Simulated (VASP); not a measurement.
These are PBEsol GGA, VASP's PBE PAW potentials (set 64) (plane waves; VASP) values and carry that method's errors.

A VASP calculation is set up with these files.

### KPOINTS
```
Automatic mesh
0
Gamma
16 16 5
0 0 0
```

POSCAR:
```
Hf
1
    3.1064270000     0.0000000000     0.0000000000
   -1.5532130000     2.6902440000     0.0000000000
    0.0000000000     0.0000000000     9.9949490000
Hf
4
Direct
  0.0000000000   0.0000000000   0.0000000000
  0.0000000000   0.0000000000   0.5000000000
  0.3333330000   0.6666670000   0.2500000000
  0.6666670000   0.3333330000   0.7500000000
```

INCAR:
```
SIGMA=0.1   ! width (eV)
SYSTEM=Hf
ENCUT=300   ! plane-wave cut-off (eV)
PREC=Accurate
EDIFF=1E-6
ALGO=Normal   ! blocked Davidson
LMAXMIX=6   ! l cut-off of mixed one-centre charges
NELM=100   ! most electronic steps
GGA=PS   ! PBEsol
LASPH=T
ISIF=2
LREAL=F   ! projection in real space or not
LWAVE=F
LCHARG=F
ISMEAR=-1   ! Fermi-Dirac
```

POTCAR, in this order: Hf_pv (PBE.64 set). Program: vasp_std.

Output

OSZICAR:
```
       N       E                     dE             d eps       ncg     rms          rms(c)
DAV:   1     0.110256741587E+03    0.11026E+03   -0.17276E+04  4856   0.106E+03
DAV:   2    -0.362134373644E+02   -0.14647E+03   -0.14433E+03  5320   0.273E+02
DAV:   3    -0.430712920623E+02   -0.68579E+01   -0.66904E+01  5784   0.394E+01
DAV:   4    -0.432075620770E+02   -0.13627E+00   -0.13524E+00  5168   0.606E+00
DAV:   5    -0.432113927260E+02   -0.38306E-02   -0.38243E-02  6072   0.735E-01    0.975E+01
DAV:   6    -0.421968004618E+02    0.10146E+01   -0.94324E-01  4600   0.605E+00    0.570E+01
DAV:   7    -0.418419123097E+02    0.35489E+00   -0.15437E+00  4432   0.754E+00    0.309E+00
DAV:   8    -0.418312538745E+02    0.10658E-01   -0.15102E-01  5536   0.220E+00    0.229E+00
DAV:   9    -0.418247008074E+02    0.65531E-02   -0.60804E-02  5296   0.147E+00    0.842E-01
DAV:  10    -0.418245861449E+02    0.11466E-03   -0.53550E-03  5456   0.451E-01    0.271E-01
DAV:  11    -0.418245613008E+02    0.24844E-04   -0.20530E-04  5632   0.874E-02    0.486E-02
DAV:  12    -0.418245526233E+02    0.86775E-05   -0.55632E-05  5528   0.422E-02    0.452E-02
DAV:  13    -0.418245530560E+02   -0.43273E-06   -0.80367E-06  4560   0.161E-02
   1 F= -.41824553E+02 E0= -.41739132E+02  d E =-.170843E+00
```

**OUTCAR**
```
------------------------ aborting loop because EDIFF is reached ----------------------------------------
  FORCE on cell =-STRESS in cart. coord.  units (eV):
  Direction    XX          YY          ZZ          XY          YZ          ZX
  --------------------------------------------------------------------------------------
  Total        2.2218688      2.2218677      1.8027136      0.0000004      0.0000000      0.0000000
  in kB       42.6182481     42.6182260     34.5783217      0.0000079      0.0000000      0.0000000
  external PRESSURE =      39.9382653 kB  Pullay stress =       0.0000000 kB
  volume of cell :       83.53
      direct lattice vectors                 reciprocal lattice vectors
     3.106427000  0.000000000  0.000000000     0.321913246  0.185856688  0.000000000
    -1.553213000  2.690244000  0.000000000     0.000000000  0.371713495  0.000000000
     0.000000000  0.000000000  9.994949000     0.000000000  0.000000000  0.100050536
 POSITION                                       TOTAL-FORCE (eV/Angst)
 -----------------------------------------------------------------------------------
      0.00000      0.00000      0.00000         0.000000      0.000000     -0.000000
      0.00000      0.00000      4.99747         0.000000      0.000000     -0.000000
     -0.00000      1.79350      2.49874         0.000000     -0.000000      0.000000
      1.55322      0.89675      7.49621        -0.000000      0.000000      0.000000
 -----------------------------------------------------------------------------------
    total drift:                                0.000000     -0.000000      0.000000
  FREE ENERGIE OF THE ION-ELECTRON SYSTEM (eV)
  ---------------------------------------------------
  free  energy   TOTEN  =       -41.8245530560 eV

  energy  without entropy=      -41.6537105251  energy(sigma->0) =      -41.73913179
```
(Selected blocks of OUTCAR.)

**OUTCAR**
```
 val. band max:        5.1196774217   @ k =   0.2500   0.2500   0.2000

 cond. band min:       5.1246837863   @ k =   0.0625   0.0625   0.0000


 Fermi energy:         5.1222521662

 k-point     1 :       0.0000    0.0000    0.0000
  band No.  band energies     occupation
      1     -25.7091      2.00000
      2     -25.2131      2.00000
      3     -25.1863      2.00000
      4     -24.7985      2.00000
      5     -24.7985      2.00000
      6     -24.7454      2.00000
      7     -24.7454      2.00000
      8     -24.6996      2.00000
      9     -24.6996      2.00000
     10     -24.6464      2.00000
     11     -24.6455      2.00000
     12     -24.6455      2.00000
     13      -2.3810      2.00000
     14      -0.3535      2.00000
     15      -0.2941      2.00000
     16       1.2609      2.00000
     17       5.2376      0.47981
     18       5.2789      0.34551
     19       6.0465      0.00019
     20       6.1903      0.00005
     21       6.1903      0.00005
     22       6.3299      0.00001
     23       6.3299      0.00001
     24       6.6045      0.00000

 k-point     2 :       0.0625   -0.0000    0.0000
  band No.  band energies     occupation
      1     -25.6961      2.00000
      2     -25.2172      2.00000
      3     -25.1898      2.00000
      4     -24.8279      2.00000
      5     -24.8079      2.00000
      6     -24.7667      2.00000
      7     -24.7522      2.00000
      8     -24.7212      2.00000
      9     -24.7064      2.00000
     10     -24.6763      2.00000
     11     -24.6514      2.00000
     12     -24.6496      2.00000
     13      -2.2498      2.00000
     14      -0.2359      2.00000
     15      -0.1774      2.00000
     16       1.3943      2.00000
     17       5.1145      1.03897
     18       5.2236      0.53270
     19       5.7700      0.00307
     20       6.0360      0.00022
     21       6.2978      0.00002
     22       6.2986      0.00002
     23       6.3948      0.00001
     24       6.4170      0.00000
...
```

At this cut-off the stress carries a Pulay error, which pulls relaxed volumes low. Unless said otherwise, spin-orbit coupling is left out, though it shifts the bands of the heavy elements here.

The structure was generated: Hf was put into an ordered model structure, which need not be its known phase. The cell was not relaxed at this level. VASP warned that the highest band is occupied, so more bands are needed.
